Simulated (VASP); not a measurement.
Output of a VASP run:

OSZICAR:
```
...
RMM:   5    -0.228310844549E+03    0.49844E-04   -0.10733E-03   781   0.519E-02    0.961E-02
RMM:   6    -0.228310882386E+03   -0.37838E-04   -0.38133E-04   839   0.290E-02    0.445E-02
RMM:   7    -0.228310865362E+03    0.17024E-04   -0.95961E-05   664   0.136E-02    0.276E-02
RMM:   8    -0.228310866789E+03   -0.14269E-05   -0.96305E-05   578   0.910E-03
   6 F= -.22831087E+03 E0= -.22829411E+03  d E =-.385525E-01  mag=     2.0000
       N       E                     dE             d eps       ncg     rms          rms(c)
DAV:   1    -0.228309411752E+03    0.14536E-02   -0.13636E+00   772   0.178E+00    0.680E-01
RMM:   2    -0.228316239696E+03   -0.68279E-02   -0.89861E-02   761   0.450E-01    0.239E-01
RMM:   3    -0.228317693871E+03   -0.14542E-02   -0.17296E-02   843   0.179E-01    0.231E-01
RMM:   4    -0.228317778107E+03   -0.84236E-04   -0.17043E-03   816   0.687E-02    0.175E-01
RMM:   5    -0.228317756042E+03    0.22064E-04   -0.58208E-04   782   0.381E-02    0.710E-02
RMM:   6    -0.228317777790E+03   -0.21748E-04   -0.19958E-04   827   0.210E-02    0.314E-02
RMM:   7    -0.228317769912E+03    0.78781E-05   -0.46952E-05   551   0.965E-03
   7 F= -.22831777E+03 E0= -.22830113E+03  d E =-.454556E-01  mag=     2.0000
       N       E                     dE             d eps       ncg     rms          rms(c)
DAV:   1    -0.228317815097E+03   -0.37307E-04   -0.57470E-03   872   0.116E-01    0.418E-02
RMM:   2    -0.228317839664E+03   -0.24567E-04   -0.33957E-04   747   0.282E-02    0.161E-02
RMM:   3    -0.228317842649E+03   -0.29855E-05   -0.54145E-05   605   0.110E-02    0.131E-02
RMM:   4    -0.228317842705E+03   -0.55725E-07   -0.77514E-06   434   0.433E-03
   8 F= -.22831784E+03 E0= -.22830120E+03  d E =-.455284E-01  mag=     2.0000
       N       E                     dE             d eps       ncg     rms          rms(c)
DAV:   1    -0.228317599727E+03    0.24292E-03   -0.21357E-02   835   0.224E-01    0.841E-02
RMM:   2    -0.228317706692E+03   -0.10697E-03   -0.14356E-03   767   0.567E-02    0.311E-02
RMM:   3    -0.228317729111E+03   -0.22419E-04   -0.28079E-04   787   0.226E-02    0.304E-02
RMM:   4    -0.228317729904E+03   -0.79229E-06   -0.26282E-05   511   0.868E-03
   9 F= -.22831773E+03 E0= -.22830108E+03  d E =-.454156E-01  mag=     2.0000
       N       E                     dE             d eps       ncg     rms          rms(c)
DAV:   1    -0.228317781871E+03   -0.52759E-04   -0.88165E-03   808   0.144E-01    0.548E-02
RMM:   2    -0.228317828104E+03   -0.46233E-04   -0.58340E-04   759   0.363E-02    0.169E-02
RMM:   3    -0.228317836570E+03   -0.84666E-05   -0.94299E-05   671   0.139E-02    0.168E-02
RMM:   4    -0.228317837091E+03   -0.52101E-06   -0.88362E-06   436   0.521E-03
  10 F= -.22831784E+03 E0= -.22830119E+03  d E =-.455228E-01  mag=     2.0000
       N       E                     dE             d eps       ncg     rms          rms(c)
DAV:   1    -0.228320499929E+03   -0.26634E-02   -0.29527E-01   776   0.848E-01    0.324E-01
RMM:   2    -0.228321651465E+03   -0.11515E-02   -0.23282E-02   767   0.224E-01    0.128E-01
RMM:   3    -0.228322036209E+03   -0.38474E-03   -0.55484E-03   832   0.907E-02    0.135E-01
RMM:   4    -0.228322052586E+03   -0.16377E-04   -0.51024E-04   800   0.352E-02    0.115E-01
RMM:   5    -0.228322031976E+03    0.20610E-04   -0.26976E-04   774   0.218E-02    0.411E-02
RMM:   6    -0.228322040756E+03   -0.87795E-05   -0.95744E-05   680   0.132E-02
  11 F= -.22832204E+03 E0= -.22830565E+03  d E =-.420366E-02  mag=     2.0000
```

### OUTCAR
```
------------------------ aborting loop because EDIFF is reached ----------------------------------------
  FORCE on cell =-STRESS in cart. coord.  units (eV):
  Direction    XX          YY          ZZ          XY          YZ          ZX
  --------------------------------------------------------------------------------------
  Total        2.8902638      2.8901519      2.8895856     -0.0000837      0.0004140      0.0000293
  in kB        2.0504090      2.0503296      2.0499278     -0.0000594      0.0002937      0.0000208
  external PRESSURE =       2.0502221 kB  Pullay stress =       0.0000000 kB
  volume of cell :     2258.43
      direct lattice vectors                 reciprocal lattice vectors
    13.120061113  0.000000000  0.000000000     0.076219157  0.000000000  0.000000000
     0.000000000 13.120061113  0.000000000     0.000000000  0.076219157  0.000000000
     0.000000000  0.000000000 13.120061113     0.000000000  0.000000000  0.076219157
  FREE ENERGIE OF THE ION-ELECTRON SYSTEM (eV)
  ---------------------------------------------------
  free  energy   TOTEN  =      -228.3220407557 eV

  energy  without entropy=     -228.2892671759  energy(sigma->0) =     -228.30565397

 total charge

# of ion       s       p       d       tot
------------------------------------------
    1        1.356   2.024   0.012   3.392
    2        1.372   2.010   0.015   3.398
    3        1.355   2.025   0.013   3.394
    4        1.356   2.024   0.012   3.392
    5        1.356   2.024   0.012   3.392
    6        1.363   2.027   0.016   3.405
    7        1.356   2.024   0.012   3.392
    8        1.356   2.024   0.012   3.392
    9        1.355   2.026   0.013   3.394
   10        1.355   2.026   0.013   3.394
   11        1.363   2.027   0.016   3.405
   12        1.355   2.026   0.013   3.394
   13        1.356   2.024   0.012   3.392
   14        1.372   2.010   0.015   3.398
   15        1.356   2.024   0.012   3.392
   16        1.356   2.024   0.012   3.392
   17        1.355   2.026   0.013   3.394
   18        1.355   2.025   0.013   3.394
   19        1.372   2.010   0.015   3.398
   20        1.355   2.025   0.013   3.394
   21        1.364   2.024   0.016   3.404
   22        1.356   2.024   0.012   3.392
   23        1.356   2.024   0.012   3.392
   24        1.355   2.025   0.013   3.394
   25        1.355   2.025   0.013   3.394
   26        1.355   2.026   0.013   3.394
   27        1.363   2.027   0.016   3.405
   28        1.356   2.024   0.012   3.392
   29        1.356   2.024   0.012   3.392
   30        1.355   2.026   0.013   3.394
   31        1.355   2.025   0.013   3.394
   32        1.803   0.907   0.116   2.826
   33        1.791   0.905   0.117   2.813
   34        1.803   0.907   0.116   2.826
   35        1.802   0.907   0.115   2.825
   36        1.791   0.905   0.117   2.813
   37        1.795   0.961   0.097   2.852
   38        1.791   0.905   0.117   2.813
   39        1.803   0.907   0.116   2.826
   40        1.795   0.961   0.097   2.852
   41        1.795   0.961   0.097   2.852
   42        1.803   0.907   0.116   2.826
   43        1.791   0.905   0.117   2.813
   44        1.802   0.907   0.115   2.825
   45        1.803   0.907   0.116   2.826
   46        1.791   0.905   0.117   2.813
   47        1.803   0.907   0.116   2.826
   48        1.795   0.961   0.097   2.852
...
```
(Selected blocks of OUTCAR.)

POSCAR:
```
Pb32Te31
1
   13.1200611128     0.0000000000     0.0000000000
    0.0000000000    13.1200611128    -0.0000000000
   -0.0000000000    -0.0000000000    13.1200611128
Te Pb
31 32
Direct
  0.7500000000   0.2500000000   0.2500000000
  0.0000000000   0.5000000000   0.2500000000
  0.0000000000   0.2500000000   0.5000000000
  0.2500000000   0.2500000000   0.2500000000
  0.7500000000   0.7500000000   0.2500000000
  0.0000000000   0.0000000000   0.2500000000
  0.5000000000   0.2500000000   0.5000000000
  0.7500000000   0.5000000000   0.5000000000
  0.0000000000   0.7500000000   0.5000000000
  0.7500000000   0.2500000000   0.7500000000
  0.0000000000   0.5000000000   0.7500000000
  0.0000000000   0.2500000000   0.0000000000
  0.2500000000   0.7500000000   0.2500000000
  0.5000000000   0.0000000000   0.2500000000
  0.2500000000   0.5000000000   0.5000000000
  0.5000000000   0.7500000000   0.5000000000
  0.7500000000   0.0000000000   0.5000000000
  0.2500000000   0.2500000000   0.7500000000
  0.5000000000   0.5000000000   0.7500000000
  0.7500000000   0.7500000000   0.7500000000
  0.0000000000   0.0000000000   0.7500000000
  0.5000000000   0.2500000000   0.0000000000
  0.7500000000   0.5000000000   0.0000000000
  0.0000000000   0.7500000000   0.0000000000
  0.2500000000   0.0000000000   0.5000000000
  0.2500000000   0.7500000000   0.7500000000
  0.5000000000   0.0000000000   0.7500000000
  0.2500000000   0.5000000000   0.0000000000
  0.5000000000   0.7500000000   0.0000000000
  0.7500000000   0.0000000000   0.0000000000
  0.2500000000   0.0000000000   0.0000000000
  0.5000000000   0.0000000000   0.0000000000
  0.7500000000   0.2500000000   0.0000000000
  0.7500000000   0.0000000000   0.2500000000
  0.0000000000   0.0000000000   0.0000000000
  0.2500000000   0.2500000000   0.0000000000
  0.5000000000   0.5000000000   0.0000000000
  0.7500000000   0.7500000000   0.0000000000
  0.2500000000   0.0000000000   0.2500000000
  0.5000000000   0.2500000000   0.2500000000
  0.7500000000   0.5000000000   0.2500000000
  0.5000000000   0.0000000000   0.5000000000
  0.7500000000   0.2500000000   0.5000000000
  0.7500000000   0.0000000000   0.7500000000
  0.0000000000   0.5000000000   0.0000000000
  0.2500000000   0.7500000000   0.0000000000
  0.0000000000   0.2500000000   0.2500000000
  0.2500000000   0.5000000000   0.2500000000
  0.5000000000   0.7500000000   0.2500000000
  0.0000000000   0.0000000000   0.5000000000
  0.2500000000   0.2500000000   0.5000000000
  0.5000000000   0.5000000000   0.5000000000
  0.7500000000   0.7500000000   0.5000000000
  0.2500000000   0.0000000000   0.7500000000
  0.5000000000   0.2500000000   0.7500000000
  0.7500000000   0.5000000000   0.7500000000
  0.0000000000   0.7500000000   0.2500000000
  0.0000000000   0.5000000000   0.5000000000
  0.2500000000   0.7500000000   0.5000000000
  0.0000000000   0.2500000000   0.7500000000
  0.2500000000   0.5000000000   0.7500000000
  0.5000000000   0.7500000000   0.7500000000
  0.0000000000   0.7500000000   0.7500000000
```

Q: Reconstruct the remaining input files.

A: Several could match; the one computed here: the input of the run itself, PBE GGA, plane waves, VASP's PBE PAW potentials (set 64).

**KPOINTS**
```
Automatic mesh
0
Gamma
1 1 1
0 0 0
```

**INCAR**
```
SYSTEM = Pb32Te31
PREC = Normal; ENCUT = 400; LREAL = Auto
LASPH = T; ISYM = 0; NELECT = 312.0
EDIFF = 1E-5; NELM = 100; NELMIN = 4
ALGO = Fast; LMAXMIX = 4
ISMEAR = 0; SIGMA = 0.05
GGA = PE
ISPIN = 2; MAGMOM = 63*0.0317; NUPDOWN = 2
IBRION = 2; NSW = 60; ISIF = 2
EDIFFG = -0.03
LWAVE = F; LCHARG = F; LORBIT = 10
```

POTCAR, in this order: Te Pb (PBE.64 set). Program: vasp_gam.

The cell is charged, with a uniform compensating background. The supercell is sampled at Γ alone, which is coarse: total energies, pressure and levels can be off, energies of defects by several tenths of an eV.

The cell is a supercell with a defect, built from PbTe (rock salt): vac_Te, charge +2.
